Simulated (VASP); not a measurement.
Method: PBEsol GGA, VASP's PBE PAW potentials (set 64) (plane waves; VASP).

The input files of a VASP run:

File KPOINTS:
```
Automatic mesh
0
G
 9 9 7
0 0 0
```

KPOINTS_OPT:
```
k-points along high-symmetry lines
8
Line-mode
Reciprocal
  0.000000   0.000000   0.000000 ! GAMMA
  0.000000   0.000000   0.500000 ! X

 -0.500000   0.500000   0.000000 ! Y
  0.000000   0.000000   0.000000 ! GAMMA

  0.000000   0.000000   0.000000 ! GAMMA
 -0.500000   0.000000   0.000000 ! Z

  0.000000  -0.500000  -0.500000 ! R_2
  0.000000   0.000000   0.000000 ! GAMMA

  0.000000   0.000000   0.000000 ! GAMMA
  0.000000  -0.500000   0.000000 ! T_2

 -0.500000   0.000000  -0.500000 ! U_2
  0.000000   0.000000   0.000000 ! GAMMA

  0.000000   0.000000   0.000000 ! GAMMA
  0.500000  -0.500000   0.500000 ! V_2
```

### POSCAR
```
AgB2
3.0
  1.0000000000   0.0000000000   0.0000000000
 -0.5000000000   0.8660253333   0.0000000000
  0.0000000000   0.0000000000   1.0800000000
B Ag
2 1
Cart
 -0.0118940000   0.6009713519   0.5178232800
  0.5059715000   0.2678157363   0.5500515600
  0.0059225000  -0.0027617548   0.0121251600
```

INCAR:
```
SYSTEM = AgB2
PREC = Accurate
ENCUT = 400
EDIFF = 1E-6
NELM = 100
ALGO = Normal
LREAL = .FALSE.
LASPH = .TRUE.
ISMEAR = 0
SIGMA = 0.05
GGA = PS
LMAXMIX = 4
LWAVE = .FALSE.
LCHARG = .FALSE.
ISIF = 2
```

POTCAR, in this order: B Ag (PBE.64 set). Program: vasp_std.

### Question
What will the output report for the number of irreducible k-points (NKPTS), largest plane-wave count, number of space-group operations, FFT grid (NGX, NGY, NGZ)?

### Answer

number of irreducible k-points (NKPTS): 284
largest plane-wave count: 477
number of space-group operations: 1
FFT grid (NGX, NGY, NGZ): 20 × 20 × 24

The structure comes from a measured AgB2 entry of the Crystallography Open Database, whose conditions weren't checked. The cell was not relaxed at this level, atoms are displaced from their ideal sites. The electron count is odd and the run is not spin-polarised, which forces a metal.
